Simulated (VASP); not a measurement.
## PmSe: single point with LDA+U

The system is PmSe.

```xyz
2
Lattice="0.0000 3.2232 3.2232 3.2232 0.0000 3.2232 3.2232 3.2232 0.0000" Properties=species:S:1:pos:R:3 pbc="T T T"
Pm    0.0000    0.0000    0.0000
Se    1.6116    1.6116    1.6116
```

The cell comes from a database or a generator and needn't be the stable form of this composition.

| Item | Value |
| --- | --- |
| Program | VASP 6.6.1 |
| Task | single point |
| Functional | LDA |
| Potentials or basis | VASP PAW PBE potentials, release 64 (Pm, Se) |
| Cutoff | 520 eV |
| k mesh | 5 × 5 × 5 |
| Occupations | gaussian, width 0.05 eV |
| Spin | collinear spin, ferromagnetic start |
| Starting moments | [4.0, 0.0] μB |
| Hubbard terms | Pm f U = 4 eV |

```json
{
 "Pressure": "2.5 GPa",
 "Band gap on the k mesh": "none (metal or under the smearing width)",
 "Net moment": "4.91 μB per cell",
 "Site moments": "Pm +4.48; Se -0.04 μB",
 "Valence electrons inside the program's atomic spheres": "Pm 12.41; Se 3.97"
}
```

Levels at points of the mesh, in eV from the Fermi level:
Spin up:
| k point | band 10 | band 11 | band 12 | band 13 | band 14 | band 15 | band 16 |
| --- | --- | --- | --- | --- | --- | --- | --- |
| (0.00, 0.00, 0.00) | -3.11 | -3.11 | -2.85 | -0.35 | 0.08 | 0.08 | 0.08 |
Spin down:
```
           k point  band 4  band 5  band 6  band 7  band 8  band 9  band 10  band 11  band 12  band 13
(0.00, 0.00, 0.00)  -18.46  -14.00   -4.11   -4.11   -4.11   -0.22     1.79     1.79     2.91     2.91
```

Eigenvalues of the final occupation matrices:
| site | spin | trace | eigenvalues |
| --- | --- | --- | --- |
| site 1 f | 1 | 4.36 | 0.16 0.16 0.16 0.96 0.98 0.98 0.98 |
| site 1 f | 2 | 0.02 | 0.00 0.00 0.00 0.00 0.00 0.00 0.00 |

It took 61 s on 1 thread of Intel(R) Xeon(R) Platinum 8375C CPU @ 2.90GHz (Ice Lake), on a shared host, peak memory 0.19 GiB.

Caveat: the magnetic or orbital state may not be the lowest; the PAW data sets were made with another functional, which shifts forces and pressure a little; spin-orbit coupling is left out, which moves the levels of the heavy elements. The state reached can hang on the start; a lower one may exist.
